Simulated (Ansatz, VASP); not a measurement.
HfCo: VASP beside Ansatz

```
Hf Co
1.0
     3.07684    0.00000    0.00000
     0.00000    3.07684    0.00000
     0.00000    0.00000    3.07684
Hf Co
1 1
Direct
  0.50000 0.50000 0.50000
  0.00000 0.00000 0.00000
```

Alike in both runs: functional LDA; k mesh 14 × 14 × 14; occupations gaussian, width 0.1 eV; collinear spin.

Ansatz relaxed the structure, and its values are those at the end. VASP's run is a single point on that final structure, the one shown.

|  | VASP | Ansatz |
| --- | --- | --- |
| version | VASP 6.6.1 | Ansatz 0.2.0 |
| potentials or method | VASP PAW LDA potentials, release 64 (Hf_pv, Co) | scalar-relativistic, plane waves, PAW |
| plane-wave cutoff (eV) | 520 | 420 |
| valence electrons in the cell | 19 | 43 |

Ansatz gave:

* gap on the k mesh at the Fermi level (eV): none
* pressure (GPa): 0.0
* net moment per atom (μB): 0.05
* size of the moment on the site where the two differ most (μB): 0.11

Problem. Which values does VASP return?

Solution. gap on the k mesh at the Fermi level (eV): none; pressure (GPa): -0.6; net moment per atom (μB): 0.00; size of the moment on the site where the two differ most (μB): 0.00.

Site moments also hang on the region over which each program counts them. A gap of «none» marks a metal or a gap that the smearing closes. The two sets of potentials don't hold the same shells in valence. Ansatz warned: «seeded_moment_not_kept».

The runs have no spin-orbit coupling, so splittings on Hf are missing.
